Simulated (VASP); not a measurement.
```xyz
2
Lattice="-2.9787 2.9787 1.5906 2.9787 -2.9787 1.5906 2.9787 2.9787 -1.5906" Properties=species:S:1:pos:R:3 pbc="T T T"
Sb     0.0000     2.9787     0.7953
Sb     0.0000     0.0000     0.0000
```

Calculation: PBEsol GGA, VASP's PBE PAW potentials (set 64) (plane waves; VASP 6.6.1). Run with 400 eV cut-off, Gaussian smearing of 0.050 eV, potentials Sb.

Unless said otherwise, spin-orbit coupling is left out, though it shifts the bands of the heavy elements here.

Question: What does the run give for the band gap (along the path) with the smallest direct gap where there is one?

Answer: 
The band gap (along the path) is none (metal, semimetal or under 0.01 eV).

Total energies compare only between runs with the same potentials, cut-off and functional.

The structure was generated: Sb was put into the beta-Sn type (I4_1/amd), which need not be its known phase. It was relaxed first.
